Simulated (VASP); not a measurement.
Here is the system:

```xyz
5
Lattice="4.3543 0.0000 0.0000 0.0000 4.3543 0.0000 0.0000 0.0000 4.3543" Properties=species:S:1:pos:R:3 pbc="T T T"
Ba     0.0000     0.0000     0.0000
Zr     2.1772     2.1772     2.1772
O      2.1772     0.0000     2.1772
O      0.0000     2.1772     2.1772
O      2.1772     2.1772     0.0000
```

Method: RPBE GGA, VASP's PBE PAW potentials (set 64) (plane waves; VASP). Numerical set-up: 520 eV cut-off, 5×5×5 Γ-centred mesh, Gaussian smearing of 0.050 eV, potentials Ba_sv Zr_sv O.

Task: Estimate the energy per atom (σ→0), pressure.

Result: 
```json
{
  "energy per atom (σ→0)": "-7.925 eV/atom",
  "pressure": "-71.7 kbar"
}
```

The absolute energy has meaning only against runs of the same code, potentials and settings.

The compound is BaZrO3 in the cubic perovskite structure. This cell is one point of a volume scan, at 1.06 of the reference volume.
